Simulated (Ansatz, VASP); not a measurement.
# Two plane-wave programs on Au3SI

File INCAR:

```
SYSTEM = Au3SI
PREC     = Accurate       ! precision mode
ENCUT    = 520            ! plane-wave cutoff, eV
EDIFF    = 1E-7           ! SCF threshold, eV
ISMEAR   = 0              ! smearing method
SIGMA    = 0.05           ! smearing width, eV
LREAL    = .FALSE.        ! projectors in reciprocal space
LASPH    = .TRUE.         ! aspherical terms in the spheres
NELM     = 100            ! most SCF steps
ALGO     = Fast           ! electronic algorithm
ISIF     = 2              ! what is computed and relaxed
LWAVE    = .FALSE.        ! write WAVECAR
LCHARG   = .FALSE.        ! write CHGCAR
GGA      = PS             ! functional
NBANDS   = 31             ! bands
```

Contents of KPOINTS:

```
Automatic mesh
0
G
  4 4 4
  0 0 0
```

POSCAR

```
Au3SI
1.0
    5.7958356472      0.0000000000      0.0000000000
    0.0000000000      5.7958356472      0.0000000000
    0.0000000000      0.0000000000      5.7958356472
I S Au
1 1 3
Direct
    0.0000000000      0.0000000000      0.0000000000
    0.5000000000      0.5000000000      0.5000000000
    0.5000000000      0.5000000000      0.0000000000
    0.5000000000      0.0000000000      0.5000000000
    0.0000000000      0.5000000000      0.5000000000
```

Input for Ansatz:

```yaml
crystal:
  lattice:
    - [5.7958356472, 0.0, 0.0]
    - [0.0, 5.7958356472, 0.0]
    - [0.0, 0.0, 5.7958356472]
  atoms:
    - { symbol: I, position: [0.0, 0.0, 0.0] }
    - { symbol: S, position: [0.5, 0.5, 0.5] }
    - { symbol: Au, position: [0.5, 0.5, 0.0] }
    - { symbol: Au, position: [0.5, 0.0, 0.5] }
    - { symbol: Au, position: [0.0, 0.5, 0.5] }
basis:
  ecutwfc: 420
kpoints:
  mp_grid: { grid: [4, 4, 4] }
hamiltonian:
  xc: pbesol
scf:
  occupations: { method: gaussian, width: 0.05 }
output:
  forces: true
  stress: true
  eigenvalues: true
```

The cell comes from a database or a generator and needn't be the stable form of this composition.

Alike in both runs: task single point; functional PBEsol; k mesh 4 × 4 × 4; occupations gaussian, width 0.05 eV; no spin polarisation.

|  | VASP | Ansatz |
| --- | --- | --- |
| version | VASP 6.6.1 | Ansatz 0.2.0 |
| potentials or method | VASP PAW PBE potentials, release 64 (I, S, Au) | scalar-relativistic, plane waves, PAW |
| plane-wave cutoff (eV) | 520 | 420 |
| valence electrons in the cell | 46 | 80 |

|  | VASP | Ansatz | Ansatz less VASP |
| --- | --- | --- | --- |
| gap on the k mesh at the Fermi level (eV) | none | none | - |
| pressure (GPa) | -9.5 | -9.5 | +0.02 |

A gap of «none» marks a metal or a gap that the smearing closes. The two sets of potentials don't hold the same shells in valence.

Caveats: the PAW data sets were made with another functional, which shifts forces and pressure a little (VASP). The runs have no spin-orbit coupling, so splittings on Au, I are missing.
